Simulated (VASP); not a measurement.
Level of theory: PW91 GGA, VASP's PBE PAW potentials (set 64) (plane waves; VASP).

VASP ran on this input.

File KPOINTS:
```
k-points along high-symmetry lines
10
Line-mode
Reciprocal
  0.000000   0.000000   0.000000 ! GAMMA
  0.000000   0.500000   0.000000 ! X

  0.000000   0.500000   0.000000 ! X
  0.500000   0.500000   0.000000 ! M

  0.500000   0.500000   0.000000 ! M
  0.000000   0.000000   0.000000 ! GAMMA

  0.000000   0.000000   0.000000 ! GAMMA
  0.000000   0.000000   0.500000 ! Z

  0.000000   0.000000   0.500000 ! Z
  0.000000   0.500000   0.500000 ! R

  0.000000   0.500000   0.500000 ! R
  0.500000   0.500000   0.500000 ! A

  0.500000   0.500000   0.500000 ! A
  0.000000   0.000000   0.500000 ! Z

  0.000000   0.500000   0.000000 ! X
  0.000000   0.500000   0.500000 ! R

  0.500000   0.500000   0.000000 ! M
  0.500000   0.500000   0.500000 ! A
```

POSCAR:
```
TiO2
1
    4.6411572083     0.0000000000     0.0000000000
   -0.0000000000     4.6411572083     0.0000000000
    0.0000000000     0.0000000000     2.9685613664
Ti O
2 4
Direct
  0.0000000000   1.0000000000   0.0000000000
  0.5000000000   0.5000000000   0.5000000000
  0.3048417183   0.3048417183   0.0000000000
  0.8048417183   0.1951582817   0.5000000000
  0.1951582817   0.8048417183   0.5000000000
  0.6951582817   0.6951582817   1.0000000000
```

**INCAR**
```
LORBIT = 11
ISMEAR = 0
EDIFF = 1E-7
LASPH = T   # aspherical one-centre terms
ALGO = Normal   # blocked Davidson
SYSTEM = TiO2
NELM = 100
ICHARG = 11   # fixed density
PREC = Accurate
SIGMA = 0.05   # width (eV)
LMAXMIX = 4
GGA = 91
LWAVE = F
ENCUT = 520   # plane-wave cut-off (eV)
LCHARG = F
LREAL = F
```

POTCAR, in this order: Ti_sv O (PBE.64 set). Program: vasp_std. Read from the step before: CHGCAR.

What VASP printed:

OSZICAR:
```
       N       E                     dE             d eps       ncg     rms          rms(c)
DAV:   1     0.609446872229E+03    0.60945E+03   -0.25871E+04  5040   0.207E+03
DAV:   2     0.463786034747E+02   -0.56307E+03   -0.54647E+03  5252   0.572E+02
DAV:   3    -0.470766493919E+02   -0.93455E+02   -0.88379E+02  8256   0.191E+02
DAV:   4    -0.532260235807E+02   -0.61494E+01   -0.60490E+01  7080   0.500E+01
DAV:   5    -0.535160521649E+02   -0.29003E+00   -0.28905E+00  7204   0.849E+00
DAV:   6    -0.535213422721E+02   -0.52901E-02   -0.52852E-02  6616   0.126E+00
DAV:   7    -0.535215532972E+02   -0.21103E-03   -0.21087E-03  7184   0.202E-01
DAV:   8    -0.535215575335E+02   -0.42363E-05   -0.42344E-05  6692   0.253E-02
DAV:   9    -0.535215577406E+02   -0.20708E-06   -0.20710E-06  6580   0.433E-03
DAV:  10    -0.535215577483E+02   -0.77143E-08   -0.76904E-08  3788   0.698E-04
   1 F= -.53521558E+02 E0= -.53521558E+02  d E =-.109489E-14
```

File OUTCAR:
```
 val. band max:        4.4938503919   @ k =   0.0000   0.0000   0.0000

 cond. band min:       6.3001092304   @ k =   0.0000   0.0000   0.0000



 k-point     1 :       0.0000    0.0000    0.0000
  band No.  band energies     occupation
      1     -52.3228      2.00000
      2     -52.3077      2.00000
      3     -28.7219      2.00000
      4     -28.7219      2.00000
      5     -28.5726      2.00000
      6     -28.5726      2.00000
      7     -28.5323      2.00000
      8     -28.5027      2.00000
      9     -13.5328      2.00000
     10     -12.4065      2.00000
     11     -11.7311      2.00000
     12     -11.7311      2.00000
     13      -1.1347      2.00000
     14      -0.7096      2.00000
     15      -0.2503      2.00000
     16       0.7828      2.00000
     17       0.7828      2.00000
     18       1.9852      2.00000
     19       1.9852      2.00000
     20       2.5877      2.00000
     21       3.8157      2.00000
     22       4.0553      2.00000
     23       4.0553      2.00000
     24       4.4939      2.00000
     25       6.3001      0.00000
     26       6.5839      0.00000
     27       6.8779      0.00000
     28       6.9215      0.00000

 k-point     2 :       0.0000    0.0556    0.0000
  band No.  band energies     occupation
      1     -52.3226      2.00000
      2     -52.3078      2.00000
      3     -28.7211      2.00000
      4     -28.7210      2.00000
      5     -28.5737      2.00000
      6     -28.5736      2.00000
      7     -28.5321      2.00000
      8     -28.5029      2.00000
      9     -13.5224      2.00000
     10     -12.4070      2.00000
     11     -11.7416      2.00000
     12     -11.7350      2.00000
     13      -1.1145      2.00000
     14      -0.6975      2.00000
     15      -0.2316      2.00000
     16       0.7840      2.00000
     17       0.7850      2.00000
     18       1.9658      2.00000
     19       1.9813      2.00000
     20       2.5890      2.00000
     21       3.7955      2.00000
...
```

The density is held fixed in this step, so its total energy and stress have no physical meaning.

The compound is TiO2 in the rutile structure. It was relaxed first.
